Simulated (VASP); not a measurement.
Cu:

```xyz
1
Lattice="0.0000 1.8075 1.8075 1.8075 0.0000 1.8075 1.8075 1.8075 0.0000" Properties=species:S:1:pos:R:3 pbc="T T T"
Cu    0.0000    0.0000    0.0000
```

```yaml
Program: VASP 6.6.1
Task: relaxation of cell and atoms
Functional: r2SCAN
Potentials_or_basis: VASP PAW PBE potentials, release 64 (Cu)
Cutoff: 520 eV
k_mesh: 20 × 20 × 20
Occupations: gaussian, width 0.1 eV
Spin: no spin polarisation
```

At the start: pressure -4.2 GPa; volume 11.81 Å³/atom.

**Question.** Where does the relaxation end?

**Answer.** Over 5 steps the energy falls by 4.2 meV/atom and the volume is 11.49 Å³/atom (-2.7 %); space group Fm-3m (No. 225, to 0.05 Å).

Step by step:
| step | energy change (eV) | largest force (eV/Å) | pressure (GPa) | volume (Å³) |
| --- | --- | --- | --- | --- |
| 1 | 0.0000 | 0.0000 | -4.17 | 11.81 |
| 2 | -0.0024 | 0.0000 | 2.85 | 11.29 |
| 3 | -0.0042 | 0.0000 | -0.19 | 11.50 |
| 4 | -0.0042 | 0.0000 | 0.08 | 11.48 |
| 5 | -0.0042 | 0.0000 | -0.02 | 11.49 |

Final structure:
```xyz
1
Lattice="0.0000 1.7910 1.7910 1.7910 0.0000 1.7910 1.7910 1.7910 0.0000" Properties=species:S:1:pos:R:3 pbc="T T T"
Cu    0.0000    0.0000    0.0000
```

Caveat: the PAW data sets were made with another functional, which shifts forces and pressure a little.
